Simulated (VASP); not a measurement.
ClCs, in a box:

```
Cl Cs
1.0
     9.00000    0.00000    0.00000
     0.00000    9.00000    0.00000
     0.00000    0.00000   12.00000
Cl Cs
1 1
Direct
  0.50144 0.50233 0.38174
  0.50144 0.50233 0.62393
```

Program: VASP 6.6.1. Alike in all runs: potentials or basis VASP PAW PBE potentials, release 64 (Cl, Cs_sv); no spin polarisation; cell as given; k mesh 1 × 1 × 1; cutoff (eV) 520; smearing gaussian 0.01 eV.

Order these runs on this cell by their band gap on the k mesh, lowest first.
A. level PBE+TS; further INCAR settings ALGO = Fast; EDIFF = 1e-06
B. level TPSS; further INCAR settings ALGO = Normal; EDIFF = 1e-07
C. level B3LYP+D3(BJ); grid for exact exchange (PRECFOCK) Fast; exchange at q = 0 truncated; further INCAR settings ALGO = Normal; EDIFF = 1e-06

A (3.19 eV), B (3.36 eV), C (4.47 eV).

Caveats: spin-orbit coupling is left out, which moves the levels of the heavy elements.

